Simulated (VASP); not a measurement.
Consider the following.

```xyz
2
Lattice="0.0000 2.2345 2.2345 2.2345 0.0000 2.2345 2.2345 2.2345 0.0000" Properties=species:S:1:pos:R:3 pbc="T T T"
Ta     2.2345     2.2345     2.2345
N      0.0000     0.0000     0.0000
```

Method: PBE GGA, VASP's PBE PAW potentials (set 64) (plane waves; VASP 6.6.1). Settings: 400 eV cut-off, 9×9×9 Γ-centred mesh, Gaussian smearing of 0.10 eV, potentials Ta_pv N.

At this cut-off the stress carries a Pulay error, which pulls relaxed volumes low.

### Question
Give the stress tensor in GPa (positive for a compressed cell).

### Answer

```
-13.28    0.00    0.00
  0.00  -13.28    0.00
  0.00    0.00  -13.28
```
The pressure is its mean diagonal, -13.28 GPa.

The structure comes from a computed database's TaN entry; how it stands against other phases isn't given here. The cell was not relaxed at this level.
